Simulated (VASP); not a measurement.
An input for Ansatz (written as the equivalent of a VASP run, and not itself run):

Ansatz 0.2 input:
```yaml
crystal:
  lattice:
    - [0.0000000, 2.5970460, 2.5970460]
    - [2.5970460, 0.0000000, 2.5970460]
    - [2.5970460, 2.5970460, 0.0000000]
  atoms:
    - { symbol: Zn, position: [0.0000000, 0.0000000, 0.0000000] }
    - { symbol: S, position: [0.2500000, 0.2500000, 0.2500000] }
kpoints:
  mp_grid: { grid: [11, 11, 11] }
hamiltonian:
  xc: pbe
  pseudopotentials: { kind: paw }
scf:
  occupations: { method: gaussian, width: 0.01 }
  max_iter: 100
output: { forces: true, stress: true, eigenvalues: true }
```

Question: Translate this input to VASP (INCAR, KPOINTS, POSCAR, choice of POTCAR).

Answer: This is not unique; one that fits is 
POSCAR:
```
ZnS
1
    0.0000000000     2.5970460000     2.5970460000
    2.5970460000     0.0000000000     2.5970460000
    2.5970460000     2.5970460000     0.0000000000
Zn S
1 1
Direct
  0.0000000000   0.0000000000   0.0000000000
  0.2500000000   0.2500000000   0.2500000000
```

**INCAR**
```
SYSTEM = ZnS
PREC = Accurate; ENCUT = 300; LREAL = .FALSE.
LASPH = .TRUE.
EDIFF = 1E-6; NELM = 100; ALGO = Normal
LMAXMIX = 4
ISMEAR = 0; SIGMA = 0.01
GGA = PE
ISIF = 2
LWAVE = .FALSE.; LCHARG = .FALSE.
```

**KPOINTS**
```
Automatic mesh
0
Gamma
11 11 11
0 0 0
```

POTCAR, in this order: Zn S (PBE.64 set). Program: vasp_std.

The two are equivalent in intent, not identical: each code has its own PAW files, so the cut-off isn't converted (ENCUT is set for VASP's; basis.ecutwfc is left out, and Ansatz then takes the one that its files recommend); Ansatz stops its SCF on the density residual and VASP on the energy change (EDIFF).

The structure comes from a computed database's ZnS entry; how it stands against other phases isn't given here. The cell was not relaxed at this level, and its volume differs by -5.9 % from the start's.
